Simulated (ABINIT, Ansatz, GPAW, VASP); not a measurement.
# One structure in several programs: MgH2 (P4_2/mnm, 6 atoms in the cell)

Self-consistent single point, at a second geometry (lattice scaled by 0.98). First geometry:

```yaml
crystal:
  lattice:
    - [4.52000, 0.00000, 0.00000]
    - [0.00000, 4.52000, 0.00000]
    - [0.00000, 0.00000, 3.02000]
  atoms:
    - { symbol: Mg, position: [0.00000, 0.00000, 0.00000] }
    - { symbol: Mg, position: [0.50000, 0.50000, 0.50000] }
    - { symbol: H, position: [0.30400, 0.30400, 0.00000] }
    - { symbol: H, position: [0.80400, 0.19600, 0.50000] }
    - { symbol: H, position: [0.19600, 0.80400, 0.50000] }
    - { symbol: H, position: [0.69600, 0.69600, 0.00000] }
```

Shared settings, as Ansatz (a first-principles code) writes them: kpoints.mp_grid.grid = 5 5 7; scf.occupations.method = fermi_dirac; scf.occupations.width = 0.01 eV. Potentials and cutoffs stand in the table.

```csv
code,model,ΔF from the first geometry (meV/atom),pressure (GPa),gap on the mesh (eV),cutoff
VASP,"PBE, VASP's PBE PAW potentials (set 64)",5.9,1.43,4.018,300 eV
GPAW,"PBE, GPAW PAW datasets PBE (gpaw-data 1.0.1)",5.2,3.13,4.044,850 eV
ABINIT,"PBE, norm-conserving pseudopotentials (PseudoDojo nc-sr-05 PBE standard)",5.6,3.24,4.036,42 Ha
Ansatz,"PBE, default PAW files",5.3,3.06,4.042,default
```

For VASP (by 1.8 GPa) the energy change implies a higher mean pressure, against the two pressures, than for the other programs: a sign of finite-basis (Pulay) stress.

Gaps are read on the mesh.

The spread over the programs that give each value: ΔF from the first geometry within 0.7 meV/atom; pressure within 1.81 GPa; gap on the mesh within 0.026 eV.

Ansatz's pressure is given at a fixed set of plane waves, as the other plane-wave codes print theirs; with its correction for the finite basis it is 3.19 GPa. In the pressure, VASP (by 1.66) lies more than 1 GPa from the median of the plane-wave programs.

VASP's run is marked for a possible Pulay error in its stress at this cutoff; no cutoff test was made.

The starting cell has typed, rounded lattice constants, without a prior relaxation at this level. For this run, on top of that: lattice scaled by 0.98.

Left out of this page: Quantum ESPRESSO, CP2K, FLEUR and SIESTA (not drawn, or without a comparable value).

Keys are those of Ansatz 0.2.
